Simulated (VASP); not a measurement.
Calculation: r2SCAN meta-GGA, VASP's PBE PAW potentials (set 64) (plane waves; VASP 6.6.1).

The input files of a VASP run:

INCAR:
```
EDIFFG = -0.02
PREC = Accurate
LORBIT = 10
MAGMOM = 2*3.0 2*0.0
ISMEAR = 1   ! Methfessel-Paxton
ENCUT = 520
SYSTEM = CrN
ISPIN = 2   ! spin-polarised
LWAVE = .FALSE.
NELM = 100   ! most electronic steps
LMIXTAU = .TRUE.
LASPH = .TRUE.
LREAL = .FALSE.   ! projection in real space or not
NSW = 60
LCHARG = .FALSE.
METAGGA = R2SCAN
SIGMA = 0.1
ALGO = Normal   ! blocked Davidson
ISIF = 3   ! ions, shape and volume
LMAXMIX = 4
EDIFF = 1E-6
IBRION = 2   ! conjugate gradients
```

**POSCAR**
```
CrN
1
    2.6659566104    -0.0000000000     0.0000000000
   -1.3329783052     2.3087861377    -0.0000000000
   -0.0000000000    -0.0000000000     5.1097496805
Cr N
2 2
Direct
  0.0000000000   1.0000000000   0.0000000000
  0.0000000000   1.0000000000   0.5000000000
  0.3333330000   0.6666670000   0.2500000000
  0.6666670000   0.3333330000   0.7500000000
```

File KPOINTS:
```
Automatic mesh
0
gamma
 12 12 6
0 0 0
```

POTCAR, in this order: Cr_pv N (PBE.64 set). Program: vasp_std.

**Question.** What will the output report for the number of irreducible k-points (NKPTS), number of bands (NBANDS), largest plane-wave count, number of space-group operations, FFT grid (NGX, NGY, NGZ)?

**Answer.** 
| Quantity | Value |
|---|---|
| number of irreducible k-points (NKPTS) | 76 |
| number of bands (NBANDS) | 24 |
| largest plane-wave count | 873 |
| number of space-group operations | 24 |
| FFT grid (NGX, NGY, NGZ) | 20 × 20 × 40 |

The structure was generated: CrN was put into the NiAs type type (P6_3/mmc), which need not be its known phase. This run relaxes it. Symmetry was kept, so distortions that lower it aren't found. The start is the result of an earlier pass.
